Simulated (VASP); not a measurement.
# Cutoff convergence: InSb

System: InSb (zinc blende type, first atom moved by 0.06 Å along [111]), 2 atoms in the cell.

```yaml
crystal:
  lattice:
    - [0.00000, 3.32000, 3.32000]
    - [3.32000, 0.00000, 3.32000]
    - [3.32000, 3.32000, 0.00000]
  atoms:
    - { symbol: In, position: [0.00522, 0.00522, 0.00522] }
    - { symbol: Sb, position: [0.25000, 0.25000, 0.25000] }
```
Lattice in Å, positions in fractions of it.

These are results of VASP 6.6.1, HSE06, plane waves, standard recommended PAW potentials, not measurements.

Orbitals from an earlier step on the same cell; potentials In_d Sb; PREC = Normal; HFSCREEN = 0.208; HFRCUT = 0; PRECFOCK = Fast; k-mesh 4×4×4 Γ-centred; Fermi–Dirac smearing of 0.05 eV; no spin polarisation; no spin–orbit coupling.

```csv
cutoff (eV),E − E(top) (meV/atom),pressure at fixed basis (GPa),rms force change (meV/Å)
215,23.1,-4.73,2.9
239,5.6,-2.05,0.3
275,3.0,-1.70,0.5
311,0.0,-1.83,0.0
```

Against the 311 eV run, no lower cutoff brings the total energy within 1 meV/atom. Forces lie within 10 meV/Å (rms) from 215 eV on. The pressure at a fixed basis moves by -2.90 GPa at 215 eV.

The k-mesh is coarse, so these values belong to this mesh and can lie far from the converged ones. Potentials made with PBE were used with another functional.
